## The naive picture and the sizes to remember

The naive picture of a Ta–Ru compound is one of charge transfer, with Ta handing electrons to the more electronegative Ru. An atom at a surface has lost half of its partners. An outer Ta should then keep more d electrons and an outer Ru should collect fewer. This LDA+U calculation shows something else: the d counts stay put and the energies move.

Three sizes are worth keeping. The filled s, p and d states of the outermost atoms lie 1 to 2 eV nearer the Fermi energy $E_F$ than those of the same element inside. Their depth below $E_F$ shrinks on average to roughly 70 % of the inner value. Their d counts change by about 1 % or less.

VASP 6.6.1, LDA+U with U = 8 eV on Ta d and Ru d, PAW potentials, 520 eV cutoff, no spin polarisation or spin-orbit coupling, for an unrelaxed eight-atom (100) slab of TaRu. The k mesh is 6x6x1, and 9x9x1 with tetrahedra for the density of states. Electron counts and band centres cover the filled states from -12 eV up to the Fermi energy, which is the energy zero.

```
projection name  projection electrons (e)  projection band centre (eV)
          Ta1_d                     1.830                       -2.120
          Ta2_d                     1.840                       -3.690
          Ta3_d                     1.860                       -3.530
          Ta4_d                     1.820                       -3.540
          Ru5_d                     6.180                       -4.560
          Ru6_d                     6.250                       -4.770
          Ru7_d                     6.280                       -4.810
          Ru8_d                     6.250                       -3.480
          Ta1_p                     0.240                       -3.190
          Ta2_p                     0.360                       -4.240
          Ta3_p                     0.350                       -4.270
          Ta4_p                     0.360                       -3.880
          Ru5_p                     0.330                       -3.360
          Ru6_p                     0.350                       -3.590
          Ru7_p                     0.350                       -3.620
          Ru8_p                     0.200                       -2.470
          Ta1_s                     0.400                       -5.010
          Ta2_s                     0.400                       -6.670
          Ta3_s                     0.400                       -6.710
          Ta4_s                     0.420                       -6.260
          Ru5_s                     0.410                       -5.160
          Ru6_s                     0.380                       -5.800
          Ru7_s                     0.390                       -5.700
          Ru8_s                     0.350                       -3.810
```

The projection name gives the element, the atom number and the orbital type. The projection electrons count the filled states of that type on that atom. The projection band centre is the mean energy of those filled states measured from $E_F$, and its magnitude is called the depth $D$ below. It leaves out the empty states, so it is not the d-band centre of the whole band.

## Where each atom sits

All rows come from one unrelaxed (100) slab of eight atomic layers, cut from CsCl-type TaRu. The large volume per atom includes 15 Å of vacuum; the cubic cell itself gives 16.2 Å³ per atom. Along this direction pure Ta and pure Ru layers alternate, so one face ends in Ta and the other in Ru.

The contact list puts Ta1 at one face, with four Ru neighbours instead of eight. The order Ta1, Ru5, Ta2, Ru6, Ta3, Ru7, Ta4, Ru8 is inferred from the alternation, and the forces and levels of Ru8 support its place at the other face. Only Ta2, Ta3, Ru6 and Ru7 keep their full first and second shells. Their means serve as the inner reference throughout.

That the two faces are different surfaces shows in the work functions of the same run, 3.295 and 4.688 eV. The values belong to bare, unrelaxed faces against vacuum at a very large $U$, and they are not assigned to Ta or Ru here.

## What the numbers show

For each element and each orbital type, the outer atom has the highest centre. In the d channel Ta1 lies 1.49 eV above the inner Ta mean and Ru8 lies 1.31 eV above the inner Ru mean. The shift is large enough that the Ru8 d centre ends slightly above the d centre of inner Ta, although inside the slab the two elements are 1.18 eV apart.

The d counts speak against the charge-transfer picture as the source of this shift. Ta1 has 0.02 e fewer d electrons than inner Ta and Ru8 is lower by a similar amount, changes close to the last printed digit. The total charge in the atomic sphere falls on both faces, by 0.09 e on Ta1 and 0.25 e on Ru8. Undoing a transfer from Ta to Ru would by itself raise one and lower the other. The spheres also lose the tails of the missing neighbours, so a small change in transfer could hide in these totals.

## Why fewer neighbours lift the filled states

A band is wide because electrons hop between atoms, and bonding combinations drop further below the atomic level the more partners take part. An atom with half its neighbours has a narrower local band. A metal screens strongly, so the local potential adjusts until the atom holds nearly the same charge as before. The same electrons then fill the same fraction of a narrower band, and their mean energy moves up towards $E_F$. This is standard tight-binding reasoning; the table shows its premise of constant d filling and its consequence, not the width itself.

The steps are short. The second moment of the local density of states counts hops out to a neighbour and back, so for $Z$ neighbours with hopping $t$ it is $Zt^2$ and the width obeys $W \propto t\sqrt{Z}$. For a flat band filled to a fraction $f$, the filled states span $fW$ below $E_F$ and their centre lies at $D = fW/2$. Any other fixed band shape changes the prefactor only. In a compound the shape also depends on the offset between the Ta and Ru levels, which does not shrink with $Z$, so a fixed shape is an approximation here. With $f$, $t$ and shape unchanged,

$$\frac{D_\text{outer}}{D_\text{inner}} = \sqrt{\frac{Z_\text{outer}}{Z_\text{inner}}} = \sqrt{\frac{4}{8}} = 0.707 .$$

This picture also accounts for Ta and Ru moving the same way. The centre of the whole band sits at $W(\tfrac12 - f)$ from $E_F$, so narrowing would lower it for a nearly empty d shell and raise it for a mostly full one. The filled part lies below $E_F$ and, as long as filling and shape hold, contracts towards it whether the shell is nearly empty or mostly full. A neighbouring case follows by counting bonds: a (110) face keeps six of eight contacts, which gives $\sqrt{6/8} = 0.87$ and a smaller shift, an untested consequence of the same rule.

## One estimate worked, and how the six cases fare

The estimate has no adjustable constant and takes only the inner rows as input, so the outer rows test it. For Ru d the inner centre is the mean of Ru6 and Ru7, and

$$\tfrac12(-4.77-4.81) = -4.79\ \text{eV}, \qquad 0.707 \times (-4.79) = -3.39\ \text{eV}.$$

The table gives $-3.48$ eV for Ru8 d. The calculated depth ratio is thus 3 % above the estimated ratio.

Five of the six outer rows have depth ratios within about 6 % of the estimate, with the two Ta rows above it and Ru s and p below. Ta1 d is the exception, at 17 % below. The row-by-row comparison is in the printed output that follows. Agreement at this level is consistent with narrowing as the main effect but does not prove it. The s, p and d states mix, so the rows are not independent tests, and the estimate ignores the second shell, only 15 % farther away. Counting that shell at full weight would give $\sqrt{9/14} = 0.80$, so a few per cent either way carries little meaning.

## The irregular row: Ta1 d

Ta1 d sits at $-2.12$ eV where the estimate gives $-2.55$ eV. The miss of 0.43 eV is well beyond the rounding and beyond the 0.16 eV by which the two inner Ta atoms differ. The assumption most likely to fail is the fixed band shape.

Inner Ta holds under two d electrons, yet their centre is 3.61 eV deep. Read as the bottom of a flat Ta band, $W = 2D/f$ with $f = 0.185$ would need a width of 39 eV, against 15 eV for Ru d by the same formula. The projections undercount $f$ and $U$ stretches the spectrum, both of which inflate these figures. Even so, the mismatch suggests that much of the filled Ta d weight is admixture in bonding states shared with Ru.

Ta1 has lost half of those Ru partners and still keeps its d count. A plausible guess is that the weight missing from deep Ta–Ru bonding states reappears in weakly bonded surface states just below $E_F$, which would lift the centre more than a uniform narrowing does. A count and a centre are two moments of a curve and leave this untested. Spin-orbit coupling, left out here, is strongest on Ta. It splits the d levels and, to first order, leaves the mean of the whole shell in place. The mean of the filled part can still move, so a share in the misfit is possible but not computed here.

## The second layer

Ru5 and Ta4 keep all eight contacts, and the simple rule gives them no shift. Both are nevertheless raised in s, by 0.59 and 0.43 eV, and by less in p. Each has lost one of six second neighbours and bonds on one side to outer atoms with shallow states. The s orbitals reach farther than the d orbitals, which fits their larger response; the table does not separate the two contributions.

In d the response is weaker and uneven. Ru5 d is raised by 0.23 eV, clearly more than the 0.04 eV between Ru6 and Ru7. Ta4 d agrees with Ta3 d to 0.01 eV, and its small offset from the inner mean lies within the Ta2–Ta3 spread. That spread shows that eight layers give no settled bulk value for Ta d. The second layer also holds the lowest d count of each element, 6.18 e on Ru5 and 1.82 e on Ta4, so the filling is slightly less constant there than at the faces.

## Why the p counts fall

The p counts drop to 0.68 of the inner value on Ta1 and 0.57 on Ru8, approaching the neighbour ratio of one half. A likely reason is that part of the p count comes from tails of neighbouring orbitals that enter the atomic sphere, and fewer neighbours send fewer tails. Weaker p mixing in the atom's own bonds could add to the drop, and the table does not separate the two. Constant filling therefore does not hold for p, and its agreement with the $\sqrt{Z}$ rule is weaker evidence than that of Ru d. The counts are not oxidation states either, since all projections together hold 38 of the 52 valence electrons.

## Where the settings bite

A $U$ of 8 eV on both d shells is very large for a 4d/5d intermetallic. The correction shifts an orbital of occupation $f$ by $U(\tfrac12 - f)$, which for the mean fillings is about $+2.5$ eV on Ta and $-1.0$ eV on Ru. The Ta–Ru separation and the absolute depths therefore depend on it. The mean term differs between outer and inner atoms by under 0.02 eV, so this mean term does not produce the surface shift. The correction acts on each d orbital separately, however. At this $U$ a change of 0.1 in the occupation of one orbital moves its level by 0.8 eV, so a different spread of the electrons over the five orbitals at the surface could contribute noticeably. A +U run can also stay in the orbital occupations its start led to. With no other start compared here, the surface shifts and the Ta1 d misfit may partly reflect the solution reached. Whether the depth ratios survive at $U = 0$ is untested here.

The geometry is not relaxed, and the forces reach $+2.67$ eV/Å on Ta4 and $-2.45$ eV/Å on Ru8. If Ru8 lies above Ta4 along the cell axis, which the outputs do not state, this pulls the pair together. That would increase $t$ and, by the argument above, reduce the Ru8 shift. Spin polarisation is switched off, so the non-magnetic state is imposed and not found; a narrowed surface band at large $U$ is where a moment would most easily form. The density of states itself used a 9x9x1 mesh with tetrahedra for every row, which leaves the comparison between atoms consistent.

Numerical output:

```
CsCl cell: contact 2.76 A, second neighbour 3.19 A (ratio 1.15), 16.2 A^3/atom
layer spacing 1.59 A, slab 11.15 A, vacuum 15.00 A
rounding of table: 0.005 e in counts, 0.005 eV in centres
layer atom Z1 Z2 | s+p+d(e) sphere(e) sphere-spd(e) mean centre(eV) Fz(eV/A)
1 Ta1 4 5 | 2.47 8.396 5.93 -2.69 -0.52
2 Ru5 8 5 | 6.92 12.843 5.92 -4.54 +1.01
3 Ta2 8 6 | 2.60 8.478 5.88 -4.22 -0.60
4 Ru6 8 6 | 6.98 12.870 5.89 -4.77 -0.07
5 Ta3 8 6 | 2.61 8.495 5.88 -4.12 -0.04
6 Ru7 8 6 | 7.02 12.901 5.88 -4.80 -0.00
7 Ta4 8 5 | 2.60 8.454 5.85 -4.03 +2.67
8 Ru8 4 5 | 6.80 12.634 5.83 -3.47 -2.45
projections sum 38.00 e of 52 valence e (73 %)
estimate depth(outer)/depth(inner) = sqrt(4/8) = 0.707; inner = Ta2,Ta3 or Ru6,Ru7
outer row: inner centre, shift, depth ratio, vs estimate | estimated centre, residual (eV)
Ta1_s: -6.690, +1.68, 0.749, +6 % | -4.73, -0.28
Ta1_p: -4.255, +1.06, 0.750, +6 % | -3.01, -0.18
Ta1_d: -3.610, +1.49, 0.587, -17 % | -2.55, +0.43
Ru8_s: -5.750, +1.94, 0.663, -6 % | -4.07, +0.26
Ru8_p: -3.605, +1.13, 0.685, -3 % | -2.55, +0.08
Ru8_d: -4.790, +1.31, 0.727, +3 % | -3.39, -0.09
worst row Ta1_d; mean ratio of six 0.693
outer row: inner count (e), change (e), count ratio (neighbour ratio is 0.50)
Ta1_s: 0.400, +0.000, 1.00
Ta1_p: 0.355, -0.115, 0.68
Ta1_d: 1.850, -0.020, 0.99
Ru8_s: 0.385, -0.035, 0.91
Ru8_p: 0.350, -0.150, 0.57
Ru8_d: 6.265, -0.015, 1.00
second layer Ta4 shift (eV): s +0.43, p +0.38, d +0.07; Ta2-Ta3 spread: s 0.04, p 0.03, d 0.16
Ta d: count range 0.04 e, filling 0.185, flat-band width 2*depth/f 39 eV
Ta d: U*(1/2-f) inner +2.5 eV, change at Ta1 +0.016 eV
Ta1 sphere charge minus inner -0.090 e
second layer Ru5 shift (eV): s +0.59, p +0.25, d +0.23; Ru6-Ru7 spread: s 0.10, p 0.03, d 0.04
Ru d: count range 0.10 e, filling 0.627, flat-band width 2*depth/f 15 eV
Ru d: U*(1/2-f) inner -1.0 eV, change at Ru8 +0.012 eV
Ru8 sphere charge minus inner -0.252 e
Ta d minus Ru d centre: inner 1.18 eV, outer 1.36 eV
Ru8 d minus inner Ta d +0.13 eV; Ta4 d minus Ta3 d -0.01 eV
work functions of the two faces differ by 1.393 eV
```
